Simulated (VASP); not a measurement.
Computed with PBE GGA with D3 dispersion (Becke-Johnson damping), VASP's PBE PAW potentials (set 64) (plane waves; VASP 6.6.1).

Input for VASP

KPOINTS:
```
Automatic mesh
0
Gamma
12 12 12
0 0 0
```

### INCAR
```
ALGO  =  Normal
EDIFF  =  1E-6
EDIFFG  =  -0.01
ENCUT  =  520
GGA  =  PE
IBRION  =  2
ISIF  =  3
ISMEAR  =  1
IVDW  =  12
LASPH  =  .TRUE.
LCHARG  =  .FALSE.
LMAXMIX  =  4
LREAL  =  .FALSE.
LWAVE  =  .FALSE.
NELM  =  100
NSW  =  60
PREC  =  Accurate
SIGMA  =  0.1
SYSTEM  =  Sn
```

**POSCAR**
```
Sn
1
   -2.9150000000     2.9150000000     1.5900000000
    2.9150000000    -2.9150000000     1.5900000000
    2.9150000000     2.9150000000    -1.5900000000
Sn
2
Direct
  0.2500000000   0.7500000000   0.5000000000
  0.0000000000   0.0000000000   0.0000000000
```

POTCAR, in this order: Sn_d (PBE.64 set). Program: vasp_std.

What will the output report for the number of irreducible k-points (NKPTS), largest plane-wave count, number of space-group operations, FFT grid (NGX, NGY, NGZ)?

The number of irreducible k-points (NKPTS) comes out as 163. The largest plane-wave count comes out as 1476. The number of space-group operations comes out as 16 and the FFT grid (NGX, NGY, NGZ) is 36 × 36 × 36.

The compound is Sn in the beta structure. This run relaxes it. Symmetry was kept, so distortions that lower it aren't found.
